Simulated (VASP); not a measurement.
Energy against volume of BaTiO3 (cubic perovskite). Method: r2SCAN meta-GGA, VASP's PBE PAW potentials (set 64) (plane waves; VASP 6.6.1). Run with 520 eV cut-off, 6×6×6 Γ-centred mesh, Gaussian smearing of 0.050 eV, potentials Ba_sv Ti_sv O.

| V (Å³/atom) | E (eV/atom) |
|---|---|
| 12.108 | -14.81687 |
| 12.495 | -14.83963 |
| 12.881 | -14.84702 |
| 13.268 | -14.84135 |

**Question.** Fit these four points and predict the energy of the run at 13.654 Å³/atom.

**Answer.** A cubic in V^(−2/3), the third-order Birch-Murnaghan form, passes through the four points with V0 = 12.90 Å³/atom and B0 = 179 GPa, and gives -14.8246 eV/atom there. The run gave -14.8247 eV/atom, -0.1 meV/atom from the fit; all five points give B0 = 179 GPa.

The compound is BaTiO3 in the cubic perovskite structure, the ideal cubic form; the compound distorts at low or room temperature. It was relaxed first.
